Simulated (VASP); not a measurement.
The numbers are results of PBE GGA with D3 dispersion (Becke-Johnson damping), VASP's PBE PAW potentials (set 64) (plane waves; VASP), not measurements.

The input files of a VASP run:

KPOINTS:
```
Automatic mesh
0
G
  15 15 15
```

**INCAR**
```
SYSTEM = Au
PREC = Accurate; ENCUT = 520; LREAL = .False.
LASPH = .True.
EDIFF = 1E-7; NELM = 100; ALGO = Normal
LMAXMIX = 6
ISMEAR = 1; SIGMA = 0.1
GGA = PE; IVDW = 12
ISIF = 2
LWAVE = .False.; LCHARG = .False.
```

POSCAR:
```
Au
1
    0.0000000000     2.0290867805     2.0290867805
    2.0290867805     0.0000000000     2.0290867805
    2.0290867805     2.0290867805     0.0000000000
Au
1
Direct
  0.0000000000   0.0000000000   0.0000000000
```

POTCAR, in this order: Au (PBE.64 set). Program: vasp_std.

Unless said otherwise, spin-orbit coupling is left out, though it shifts the bands of the heavy elements here.

Q: Estimate the energy per atom (σ→0), dispersion energy, pressure, band gap (on the k-mesh).

A: 
| Item | Value |
|---|---|
| energy per atom (σ→0) | -3.855 eV/atom |
| dispersion energy | -0.679 eV |
| band gap (on the k-mesh) | none (metal, semimetal or under 0.01 eV) |
| pressure | 5.37 GPa |

File OSZICAR:
```
...
DAV:   5    -0.344533705344E+01   -0.60637E-05   -0.60629E-05  2473   0.760E-02    0.999E+00
DAV:   6    -0.319878272877E+01    0.24655E+00   -0.76305E-01  2191   0.868E+00    0.628E+00
DAV:   7    -0.317800667626E+01    0.20776E-01   -0.85812E-02  2319   0.287E+00    0.282E+00
DAV:   8    -0.317561109250E+01    0.23956E-02   -0.27627E-03  2287   0.552E-01    0.268E-01
DAV:   9    -0.317559277905E+01    0.18313E-04   -0.21682E-05  2384   0.510E-02    0.234E-02
DAV:  10    -0.317559814816E+01   -0.53691E-05   -0.25899E-06  2374   0.197E-02    0.314E-03
DAV:  11    -0.317559807864E+01    0.69524E-07   -0.42154E-08  1700   0.204E-03
   1 F= -.38548970E+01 E0= -.38547548E+01  d E =-.426391E-03
```

The compound is Au in the fcc structure. This cell is one point of a volume scan, at 0.97 of the reference volume.
